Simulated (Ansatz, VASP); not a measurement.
# HfZrSi2: VASP beside Ansatz, part 2 of 2

One calculation is typed for both programs; each brings its own data sets and cutoff. How far apart do they land? The cell is invented: As first built, before any earlier steps moved the atoms (in the runner's words): it takes the ZrTiC2 structure with some of its atoms replaced by other elements, volume scaled by an estimate. It may not be a known or stable phase. The cell is taken from a series of VASP runs on this material, whose earlier steps may have relaxed, scaled or displaced it; both programs get it as it stands.

VASP 6.6.1 and Ansatz 0.2.0.

So far: Set-up; VASP: zone-centre phonons, PBEsol.

### Step 2. VASP: zone-centre phonons, PBEsol (continued)

Level of this step: PBEsol; plane waves and PAW (Hf_pv, Zr_sv, Si); invented cell (VASP).

Numbers of over 12 decimals in the logs are rounded to 6 here.

OUTCAR, selected parts (step 2):

```text
ion  position               nearest neighbor table
   1  0.000  0.000  0.000-   3 2.65   3 2.65   4 2.65   4 2.65   3 2.65   4 2.65   2 3.75   2 3.75
                             2 3.75   2 3.75   2 3.75   2 3.75
   2  0.500  0.500  0.500-   4 2.67   4 2.67   3 2.67   3 2.67   4 2.67   3 2.67   1 3.75   1 3.75
                             1 3.75   1 3.75   1 3.75   1 3.75
   3  0.749  0.749  0.749-   1 2.65   1 2.65   1 2.65   2 2.67   2 2.67   2 2.67
   4  0.251  0.251  0.251-   1 2.65   1 2.65   1 2.65   2 2.67   2 2.67   2 2.67

  LATTYP: Found a trigonal (rhomboedric) cell.
 ALAT       =     6.4713112739
 COS(alpha) =     0.8297947390

 Subroutine GETGRP returns: Found 12 space group operations
 (whereof 12 operations were pure point group operations)

The static configuration has the point symmetry D_3d.

 Found    189 irreducible k-points:

   k-points           NKPTS =    189   k-points in BZ     NKDIM =    189   number of bands    NBANDS=     21

   dimension x,y,z NGX =    42 NGY =   42 NGZ =   42
   dimension x,y,z NGXF=    84 NGYF=   84 NGZF=   84

   ENCUT  =  400.0 eV  29.40 Ry    5.42 a.u.  10.55 10.55 10.55*2*pi/ulx,y,z

   NELECT =      30.0000    total number of electrons

 k-points in reciprocal lattice and weights: Automatic mesh
   0.00000000  0.00000000  0.00000000       0.001
   0.08333333  0.00000000  0.00000000       0.003
   0.16666667  0.00000000 -0.00000000       0.003
   0.25000000  0.00000000 -0.00000000       0.003
   0.33333333  0.00000000 -0.00000000       0.003
   0.41666667 -0.00000000  0.00000000       0.003
   0.50000000  0.00000000 -0.00000000       0.002
   0.08333333  0.08333333  0.00000000       0.003
   0.16666667  0.08333333 -0.00000000       0.007
[...]
-0.41666667  0.50000000  0.41666667       0.003
   0.50000000  0.50000000  0.50000000       0.001

 average (electrostatic) potential at core
       1 -34.4466       2 -75.8289       3 -80.7427       4 -80.7427

  Total       -0.0023486     -0.0023486      0.0834600      0.0000000      0.0000000      0.0000000
  in kB       -0.0500220     -0.0500220      1.7775901      0.0000000      0.0000000      0.0000000
  external PRESSURE =       0.5591820 kB  Pullay stress =       0.0000000 kB

  energy-cutoff  :      400.00
  volume of cell :       75.22
      direct lattice vectors                 reciprocal lattice vectors
     1.887833907  1.089941415  6.093109260     0.264853808  0.152913418  0.054706607
    -1.887833907  1.089941415  6.093109260    -0.264853808  0.152913418  0.054706607
     0.000000000 -2.179882830  6.093109260     0.000000000 -0.305826835  0.054706607

 POSITION                                       TOTAL-FORCE (eV/Angst)
 -----------------------------------------------------------------------------------
      0.00000      0.00000      0.00000         0.000000     -0.000000      0.000000
      0.00000      0.00000      9.13966         0.000000      0.000000      0.000000
      0.00000      0.00000     13.69347         0.000000     -0.000000     -0.002218
      0.00000      0.00000      4.58586         0.000000     -0.000000      0.002218
 -----------------------------------------------------------------------------------
    total drift:                               -0.000000     -0.000000     -0.000000

 Eigenvectors and eigenvalues of the dynamical matrix
 ----------------------------------------------------

   1 f  =   10.812684 THz    67.938094 2PiTHz  360.672299 cm-1    44.717646 meV
             X         Y         Z           dx          dy          dz
      0.000000  0.000000  0.000000     0.000000   -0.241049    0.000000
      0.000000  0.000000  9.139664     0.000000   -0.368729    0.000000
      0.000000  0.000000 13.693471    -0.000000    0.634797   -0.000000
      0.000000  0.000000  4.585857    -0.000000    0.634797   -0.000000

   2 f  =   10.812684 THz    67.938094 2PiTHz  360.672299 cm-1    44.717646 meV
             X         Y         Z           dx          dy          dz
      0.000000  0.000000  0.000000     0.241049    0.000000   -0.000000
      0.000000  0.000000  9.139664     0.368729    0.000000    0.000000
      0.000000  0.000000 13.693471    -0.634797   -0.000000    0.000000
      0.000000  0.000000  4.585857    -0.634797   -0.000000   -0.000000

   3 f  =   10.629505 THz    66.787152 2PiTHz  354.562136 cm-1    43.960082 meV
             X         Y         Z           dx          dy          dz
      0.000000  0.000000  0.000000    -0.000000    0.000000    0.222150
      0.000000  0.000000  9.139664    -0.000000    0.000000    0.390438
      0.000000  0.000000 13.693471     0.000000   -0.000000   -0.631747
      0.000000  0.000000  4.585857     0.000000   -0.000000   -0.631747

   4 f  =   10.615382 THz    66.698410 2PiTHz  354.091016 cm-1    43.901671 meV
             X         Y         Z           dx          dy          dz
      0.000000  0.000000  0.000000     0.000000    0.000000   -0.000000
      0.000000  0.000000  9.139664     0.000000    0.000000   -0.000000
      0.000000  0.000000 13.693471    -0.000000   -0.000000   -0.707107
      0.000000  0.000000  4.585857    -0.000000   -0.000000    0.707107

   5 f  =    9.842405 THz    61.841656 2PiTHz  328.307302 cm-1    40.704899 meV
             X         Y         Z           dx          dy          dz
      0.000000  0.000000  0.000000     0.000000   -0.000000   -0.000000
      0.000000  0.000000  9.139664     0.000000   -0.000000   -0.000000
      0.000000  0.000000 13.693471     0.000000   -0.707107    0.000000
      0.000000  0.000000  4.585857    -0.000000    0.707107    0.000000

   6 f  =    9.842405 THz    61.841656 2PiTHz  328.307302 cm-1    40.704899 meV
             X         Y         Z           dx          dy          dz
      0.000000  0.000000  0.000000     0.000000    0.000000   -0.000000
      0.000000  0.000000  9.139664     0.000000    0.000000    0.000000
      0.000000  0.000000 13.693471     0.707107    0.000000    0.000000
      0.000000  0.000000  4.585857    -0.707107   -0.000000    0.000000

   7 f  =    5.825715 THz    36.604047 2PiTHz  194.324937 cm-1    24.093211 meV
             X         Y         Z           dx          dy          dz
      0.000000  0.000000  0.000000    -0.000000    0.000000   -0.635024
      0.000000  0.000000  9.139664    -0.000000    0.000000    0.753263
      0.000000  0.000000 13.693471    -0.000000    0.000000    0.121118
      0.000000  0.000000  4.585857     0.000000   -0.000000    0.121118

   8 f  =    4.652364 THz    29.231664 2PiTHz  155.186152 cm-1    19.240622 meV
             X         Y         Z           dx          dy          dz
      0.000000  0.000000  0.000000     0.000001   -0.626230    0.000000
      0.000000  0.000000  9.139664    -0.000001    0.765773    0.000000
      0.000000  0.000000 13.693471    -0.000000    0.103506    0.000000
      0.000000  0.000000  4.585857    -0.000000    0.103506    0.000000

   9 f  =    4.652364 THz    29.231664 2PiTHz  155.186152 cm-1    19.240622 meV
             X         Y         Z           dx          dy          dz
      0.000000  0.000000  0.000000     0.626230    0.000001    0.000000
      0.000000  0.000000  9.139664    -0.765773   -0.000001   -0.000000
      0.000000  0.000000 13.693471    -0.103506   -0.000000   -0.000000
      0.000000  0.000000  4.585857    -0.103506   -0.000000   -0.000000

  10 f/i=    0.001952 THz     0.012265 2PiTHz    0.065113 cm-1     0.008073 meV
             X         Y         Z           dx          dy          dz
      0.000000  0.000000  0.000000     0.000000    0.000000    0.739860
      0.000000  0.000000  9.139664     0.000000    0.000000    0.529295
      0.000000  0.000000 13.693471     0.000000    0.000000    0.293643
      0.000000  0.000000  4.585857     0.000000    0.000000    0.293643

  11 f/i=    0.014212 THz     0.089299 2PiTHz    0.474072 cm-1     0.058777 meV
             X         Y         Z           dx          dy          dz
      0.000000  0.000000  0.000000    -0.741341   -0.012005    0.000000
      0.000000  0.000000  9.139664    -0.526837   -0.008531    0.000000
      0.000000  0.000000 13.693471    -0.293763   -0.004757    0.000000
      0.000000  0.000000  4.585857    -0.293763   -0.004757    0.000000

  12 f/i=    0.014212 THz     0.089299 2PiTHz    0.474072 cm-1     0.058777 meV
             X         Y         Z           dx          dy          dz
      0.000000  0.000000  0.000000     0.012005   -0.741341    0.000000
      0.000000  0.000000  9.139664     0.008531   -0.526837    0.000000
      0.000000  0.000000 13.693471     0.004757   -0.293763    0.000000
      0.000000  0.000000  4.585857     0.004757   -0.293763    0.000000

 ELASTIC MODULI CONTR FROM IONIC RELAXATION (kBar)
 Direction    XX          YY          ZZ          XY          YZ          ZX
 --------------------------------------------------------------------------------
 XX          -1.5093     -0.9320     -0.3007      0.0000     -0.2105      0.0000
 YY          -0.9320     -1.5093     -0.3007      0.0000      0.2105      0.0000
 ZZ          -0.3007     -0.3007     -0.0741      0.0000     -0.0000      0.0000
 XY           0.0000      0.0000      0.0000     -0.2886      0.0000     -0.2132
 YZ          -0.2105      0.2105     -0.0000      0.0000     -0.1535      0.0000
 ZX           0.0000      0.0000      0.0000     -0.2132      0.0000     -0.1575
 --------------------------------------------------------------------------------
```

### Step 3. Ansatz: zone-centre phonons, PBEsol

Ansatz runs on its default PAW (the set named soft_2) files.

The same cell, functional, mesh and smearing now go to Ansatz, which takes its cutoff from its data sets.

File input.yaml:

```yaml
crystal:
  lattice:
    - [1.8878339069, 1.089941415, 6.0931092601]
    - [-1.8878339069, 1.089941415, 6.0931092601]
    - [0.0, -2.17988283, 6.0931092601]
  atoms:
    - { symbol: Hf, position: [0.0, 0.0, 0.0] }
    - { symbol: Zr, position: [0.5, 0.5, 0.5] }
    - { symbol: Si, position: [0.7491233293, 0.7491233293, 0.7491233293] }
    - { symbol: Si, position: [0.2508766707, 0.2508766707, 0.2508766707] }
hamiltonian:
  xc: pbesol
  pseudopotentials: { kind: paw }
kpoints:
  mp_grid: { grid: [12, 12, 12] }
scf:
  occupations: { method: methfessel_paxton, width: 0.2 }
phonons:
  method: dfpt
  qpoints: [[0, 0, 0]]
```

Started as:

```bash
$ ansatz run input.yaml --threads 4 --pin off --max-ram 9216MiB --backend cpu --events-out ev --progress --plain --runs-dir out
```

The program printed:

```text
Engine: ansatz 0.2.0, aarch64-unknown-linux-gnu
Pseudopotentials: kind: paw
Pseudopotential: Hf, paw, valence charge 26, recommended cutoff 420 eV (normal), Hf.paw.azcp
Pseudopotential: Zr, paw, valence charge 12, recommended cutoff 420 eV (normal), Zr.paw.azcp
Pseudopotential: Si, paw, valence charge 4, recommended cutoff 420 eV (normal), Si.paw.azcp
Functional definition: PBEsol
  exchange = pbesol_x
  correlation = pbesol_c
Crystal: 4 atoms, lattice volume = 75.224 Å³
Basis set: ecut = 420 eV, 1467 PW (Γ), exchange–correlation on 90×90×90 points (8 copies of the dense FFT grid, shifted against one another)
Bands: 28, of which v1, the nominal top of the filled ones, is band 23 counted from 1 (22 counted from 0)
Symmetry: 12 space group operations
k-points: 476 of 1728 (irreducible under 2 space group operations, time reversal used)
Non-local potential: Hf, projectors of the file, l = 0: 3, l = 1: 2, l = 2: 2, l = 3: 3
Non-local potential: Zr, projectors of the file, l = 0: 3, l = 1: 2, l = 2: 2, l = 3: 2
Non-local potential: Si, projectors of the file, l = 0: 2, l = 1: 2, l = 2: 2
PAW form: soft (Blöchl's): semilocal exchange-correlation on the pseudo side does not see the compensation charge
PAW frozen core: Hf, regenerated for the run's functional, and the local potential with it (the file was generated under x = pbe(κ = 0.804, μ = 0.219515), c = pbe(β = 0.066725))
PAW frozen core: Zr, regenerated for the run's functional, and the local potential with it (the file was generated under x = pbe(κ = 0.804, μ = 0.219515), c = pbe(β = 0.066725))
PAW frozen core: Si, regenerated for the run's functional, and the local potential with it (the file was generated under x = pbe(κ = 0.804, μ = 0.219515), c = pbe(β = 0.066725))
PAW one-centre angular grid: Hf, 590 points (default); XC on 64 Gauss nodes
PAW one-centre angular grid: Zr, 590 points (default); XC on 64 Gauss nodes
PAW one-centre angular grid: Si, 110 points (default); XC on 64 Gauss nodes
Initial density: superposition of atomic densities (neutral atoms: chi_scale 0, normalization atom), corrected by the library's trained network
Initial wavefunctions: pseudopotential atomic-orbital guess
Functional: x = pbesol(κ = 0.804, μ = 0.123457), c = pbesol(β = 0.046)
SCF iter   1: F=—  HF=-20972.344160 eV  |F-HF|=—  |Δ(HF+E_count)|=         —  Δρ=3.10e-3  dr2=3.60e-3  ethr=1.77e-3  ⟨swp⟩=5.1  Hψ=50413  notcnv=0
preconditioner: auto → Kerker (q_TF=auto, 2.514 Å⁻¹)  [metal: Δε(μ)=0.020 eV  Ē_g=9.592 eV  σ=0.200 eV  W_gap=0.08  n_scr=22 (ndim 8)  ℏωp=23.4 eV  f_vac=0.000  D(μ)=0.95/eV (n_scr^D=2)]
SCF iter   2: F=—  HF=-20972.344438 eV  |F-HF|=—  |Δ(HF+E_count)|=   2.78e-4  S|Δr|=    0.00e0  Δρ=1.72e-3  dr2=8.80e-4  ethr=7.82e-6  ⟨swp⟩=2.8  Hψ=28310  notcnv=0
SCF iter   3: F=—  HF=-20972.344424 eV  |F-HF|=—  |Δ(HF+E_count)|=   1.44e-5  S|Δr|=    0.00e0  Δρ=4.28e-4  dr2=9.28e-5  ethr=1.91e-6  ⟨swp⟩=2.0  Hψ=20196  notcnv=0
SCF iter   4: F=—  HF=-20972.344371 eV  |F-HF|=—  |Δ(HF+E_count)|=   5.25e-5  S|Δr|=    0.00e0  Δρ=1.50e-4  dr2=1.22e-5  ethr=2.02e-7  ⟨swp⟩=2.0  Hψ=24200  notcnv=0
SCF iter   5: F=—  HF=-20972.344368 eV  |F-HF|=—  |Δ(HF+E_count)|=   2.85e-6  S|Δr|=    0.00e0  Δρ=4.48e-5  dr2=1.40e-6  ethr=2.65e-8  ⟨swp⟩=2.0  Hψ=20274  notcnv=0
SCF iter   6: F=—  HF=-20972.344394 eV  |F-HF|=—  |Δ(HF+E_count)|=   2.53e-5  S|Δr|=    0.00e0  Δρ=6.64e-6  dr2=4.61e-8  ethr=3.05e-9  ⟨swp⟩=2.0  Hψ=20387  notcnv=0
SCF iter   7: F=—  HF=-20972.344394 eV  |F-HF|=—  |Δ(HF+E_count)|=   2.51e-8  S|Δr|=    0.00e0  Δρ=3.60e-6  dr2=1.11e-8  ethr=1.00e-10  ⟨swp⟩=2.0  Hψ=23258  notcnv=0
SCF iter   8: F=—  HF=-20972.344394 eV  |F-HF|=—  |Δ(HF+E_count)|=   5.38e-9  S|Δr|=    0.00e0  Δρ=8.24e-7  dr2=6.58e-10  ethr=2.42e-11  ⟨swp⟩=2.0  Hψ=24147  notcnv=0
SCF iter   9: F=—  HF=-20972.344394 eV  |F-HF|=—  |Δ(HF+E_count)|=  8.73e-11  S|Δr|=    0.00e0  Δρ=1.93e-7  dr2=2.90e-11  ethr=1.43e-12  ⟨swp⟩=2.0  Hψ=24108  notcnv=0
SCF iter  10: F=-20972.344394 eV  HF=-20972.344394 eV  |F-HF|=3.64e-12  |Δ(HF+E_count)|=  7.28e-12  S|Δr|=    0.00e0  Δρ=2.63e-8  dr2=4.12e-13  ethr=1.00e-12  ⟨swp⟩=5.8  Hψ=59068  notcnv=0
SCF 1 converged in 10 iterations: F = -20972.344394 eV  dr2 = 4.12e-13
  greatest PAW one-centre occupation: 0.998 electrons in one spin orbital (limit 2), on the Hf atom at site 0 (counted from 0), in its partial waves of l = 3
DFPT response loops at Γ: preconditioner auto → Kerker (q_TF=auto, 2.514 Å⁻¹) (partly filled bands, converged f_vac=0.000); β = 1.00, the filter's whole step (`scf.mixing.beta` (0.50) is not read by the response loops under this deck's `scf.mixing.preconditioner`; to damp them name `kerker` or `kerker_dos`, under which they read `scf.mixing.beta`, and type it under 1.00, their step now; both keys bind the ground state too); Broyden in place of MSR1
SCF converged after 10 iterations
Stability not checked: this state was not tested for a lower state beside it, because cold or Methfessel-Paxton smearing, or corrected tetrahedra, fill the levels in a way that the test cannot read (fill_not_monotonic; see scf.lower_state_search)
Free energy (F): -20972.344394 eV
Harris-Foulkes:  -20972.344394 eV  (|F-HF|=3.64e-12)
Internal energy: -20972.346034 eV  (E = F + TS)
E sigma→0 (E₀):  -20972.344804 eV
Entropy (-TS):   0.001640 eV (0.410 meV/atom)
Fermi energy:    13.689022 eV
Step filling:    the computed levels leave a gap of 0.0023 eV = 0.0 smearing widths at the electron count; against every level under it full and every level over it empty, smearing changes F+E_penalty+E_count by +0.076 meV and its σ→0 estimate by -0.334 meV
--- Per-component energies (eV) ---
  E_band       = -159.131813
  E_kinetic    = 839.883812
  E_local      = -7472.942753  (includes V_loc(G=0)·N_el)
  E_nonlocal   = -1103.746632
  E_hartree    = 3397.582012
  E_xc         = -569.681431
  E_vxc        = -552.811472  (∫ρ·V_xc dr)
  E_paw        = -10704.365119  (= ΣΔE_a)
  E_vpaw       = 1335.321185  (= ΣTr[D̂ρ^β])
  E_aug_tail   = 0.000033  (compensation charges beyond the density's cutoff)
  E_ewald      = -5360.555888
  E_core_change = 1.479933  (= ΣΔE_core)
  E_smearing   = 0.001640  (= −TS)
  E_closure    = 0.000000  (closes the sum)
  Σ components = -20972.344394   (vs F -20972.344394, Δ=0.00e0)
--- Band table (eV; the first three rows and the last of 476) ---
  k-point 0: bands = [... 19 lower, 11.4534, 13.6940, 13.6940, 13.8165, 14.4737, 14.4737, 16.1360, 16.1360, ... 1 higher]
  k-point 1: bands = [... 19 lower, 11.5127, 13.4388, 13.6136, 13.7236, 13.9287, 14.4355, 16.2411, 16.4460, ... 1 higher]
  k-point 2: bands = [... 19 lower, 11.6720, 12.5898, 12.9840, 13.3241, 13.9553, 14.6138, 16.2777, 16.4058, ... 1 higher]
  k-point 475: bands = [... 19 lower, 12.3514, 12.3514, 12.3730, 12.3730, 14.7499, 14.7499, 15.0327, 15.0327, ... 1 higher]
--- Phonons (Γ-DFPT): 6 representative perturbations + reference, on 476 of 1728 k-points (Σ response iterations 20) ---
  k mesh reduced under 2 symmetry operations, with k and −k counted as one. Each operation leaves every solved perturbation unchanged. A smaller set is not used because it would not reduce the number of displacements times k-points to solve
  ASR residual: 9.293e-5 → 0.000e0 eV/Å²; symmetrization residual: 5.582e-5 eV/Å²
  ASR residual per site (eV/Å²): 9.29e-5 4.27e-5 1.93e-5 1.93e-5
  Γ frequencies (cm⁻¹): 0.00 0.00 0.00 154.20 154.20 194.09 327.09 327.09 352.37 353.47 359.38 359.38
  non-analytic LO–TO correction: not included (Born effective charges unavailable; polar crystals: no LO–TO splitting at Γ)
--- Phonons (arbitrary-q DFPT): 1 explicit q-point ---
  q = [0, 0, 0] (of the zone-centre solve; hermiticity 5.31e-6, symmetrization 1.33e-6): -0.00 -0.00 -0.00 154.20 154.20 194.09 327.09 327.09 352.37 353.47 359.38 359.38
  sum rule: each row above includes the acoustic sum rule's correction from the zone centre's row sums; it moved no ω² by more than (0.43 cm⁻¹)²
```

Wall time 5.5 min (4 threads of Arm Neoverse V2, shared host); peak memory 3.6 GiB.

### Step 4. Differences

Known differences besides the potentials themselves: the data sets hold 46 valence electrons in Ansatz (default PAW (the set named soft_2) files) and 30 in VASP; the cutoff is 420 eV in Ansatz and 400 eV in VASP; Ansatz makes its cores anew for this functional, VASP keeps those of its PBE data sets; VASP leaves aspherical gradient terms in its spheres out (LASPH is not set), Ansatz keeps them. Total energies have different zeros and are not compared.

Compared:

| quantity | Ansatz | VASP | difference |
| --- | --- | --- | --- |
| optical mode 1 to 2 (cm⁻¹) | 154.2 | 155.2 | -0.64 % |
| optical mode 3 (cm⁻¹) | 194.1 | 194.3 | -0.12 % |
| optical mode 4 to 5 (cm⁻¹) | 327.1 | 328.3 | -0.37 % |
| optical mode 6 (cm⁻¹) | 352.4 | 354.1 | -0.49 % |
| optical mode 7 (cm⁻¹) | 353.5 | 354.6 | -0.31 % |
| optical mode 8 to 9 (cm⁻¹) | 359.4 | 360.7 | -0.36 % |

Modes are paired by rising frequency and degeneracy, not by their patterns, so a pair may still set unlike modes beside each other.

### Step 5. Results

```yaml
r_m_s_difference_of_the_optical_zone_centre_modes_each_program_s_sorted_by_frequency_zone_centre_phonons_pbesol: 1.2 cm⁻¹
difference_in_optical_mode_1_to_2_zone_centre_phonons_pbesol: -0.6 %
```

In words: The r.m.s. difference of the optical zone-centre modes, each program's sorted by frequency is 1.2 cm⁻¹ (zone-centre phonons, PBEsol). Among the rows given in per cent, the largest difference of the zone-centre phonons, PBEsol pair is in optical mode 1 to 2, -0.6 %. Such differences can come from data sets, numerical settings and the points named under the comparisons, not from the functional's error against experiment.

[Lines on the potential files, build, host, timing and source positions are cut from VASP's logs without a mark.]

[Logs are printed without paths, hosts, clocks, repeated set-up lines and the standing remarks that a program may print on its own settings, such as how far it seeks lower states.]

[Hosts, paths, dates, database ids (printed as entryN), source tags and the programs' standing remarks are cut or masked in the printed files.]
